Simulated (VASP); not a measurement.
```
ZrSi
1.0
    3.02085     0.00000     0.00000
   -1.51043     2.61614     0.00000
    0.00000     0.00000     4.38515
Zr Si
1 1
Cartesian
  0.00000   0.00000   0.00000
  1.51043   0.87204   2.19258
```

Level of theory: PBEsol GGA, VASP's PBE PAW potentials (set 64) (plane waves; VASP). Numerical set-up: 480 eV cut-off, 12×12×8 Γ-centred mesh, first-order Methfessel-Paxton smearing of 0.10 eV, potentials Zr_sv Si.

**Question.** Estimate the energy per atom (σ→0), pressure, band gap (on the k-mesh) with the smallest direct gap where there is one.

**Answer.** 
| Property | Value |
|---|---|
| band gap (on the k-mesh) | none (metal, semimetal or under 0.01 eV) |
| energy per atom (σ→0) | -7875 meV/atom |
| pressure | 50.5 kbar |

Total energies compare only between runs with the same potentials, cut-off and functional.

The structure was generated: ZrSi was put into the WC type (P-6m2), which need not be its known phase. It was relaxed first under an external pressure of 5 GPa.
